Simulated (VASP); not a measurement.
A convergence study with VASP on Rh (fcc): one setting is varied, all else stays as given below, so the limit is that of these other settings.

```
Rh
1.0
    0.00000     1.90000     1.90000
    1.90000     0.00000     1.90000
    1.90000     1.90000     0.00000
Rh
1
Direct
  0.00000   0.00000   0.00000
```

Calculation: LDA (Ceperley-Alder, Perdew-Zunger), VASP's LDA PAW potentials (set 64) (plane waves; VASP). The tightest run used: 550 eV cut-off, 26×26×26 Γ-centred mesh, tetrahedra with Blöchl corrections, potentials Rh_pv.

```tsv
setting	E (eV/atom)	pressure (GPa)	irreducible k-points
3×3×3 mesh	-7.3492	12.75	4
5×5×5 mesh	-8.6011	-8.76	10
6×6×6 mesh	-8.5596	-8.03	16
7×7×7 mesh	-8.7093	-10.83	20
8×8×8 mesh	-8.6324	-9.01	29
```

These are the cheaper rows. Estimate the results at 26×26×26 mesh, and how far the last row shown lies from them.

| quantity | tightest run | last row shown is off by |
|---|---|---|
| E (eV/atom) | -8.6691 | 0.0368 |
| pressure (GPa) | -9.98 | 0.97 |

Left out are rungs that failed or repeat a setting and relaxations that didn't move; long series are thinned to 24 rows.

The compound is Rh in the fcc structure. The cell was not relaxed at this level.
